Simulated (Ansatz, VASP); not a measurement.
**Si in VASP and in Ansatz**

```
Si
1.0
     0.00000    2.72185    2.72185
     2.72185    0.00000    2.72185
     2.72185    2.72185    0.00000
Si
2
Direct
  0.75000 0.75000 0.75000
  0.50000 0.50000 0.50000
```

Alike in both runs: task relaxation of cell and atoms; functional PBE; k mesh 8 × 8 × 8; occupations gaussian, width 0.02 eV; no spin polarisation.

|  | VASP | Ansatz |
| --- | --- | --- |
| version | VASP 6.6.1 | Ansatz 0.2.0 |
| potentials or method | VASP PAW PBE potentials, release 64 (Si) | scalar-relativistic, plane waves, PAW |
| plane-wave cutoff (eV) | 600 | 420 |
| valence electrons in the cell | 8 | 8 |

```csv
,VASP,Ansatz,Ansatz less VASP
"gap on the k mesh at the Fermi level, each at its own relaxed structure (eV)",0.65,0.65,-0.002
relaxed volume (Å³/atom),20.44,20.46,+0.015
relaxed cell length with the largest relative difference (Å),3.867,3.868,+0.0010
energy change over the relaxation (meV/atom),-1,-1,-0.1
```

A k mesh can miss the band edges. As with any semilocal functional, this PBE gap is likely too small.
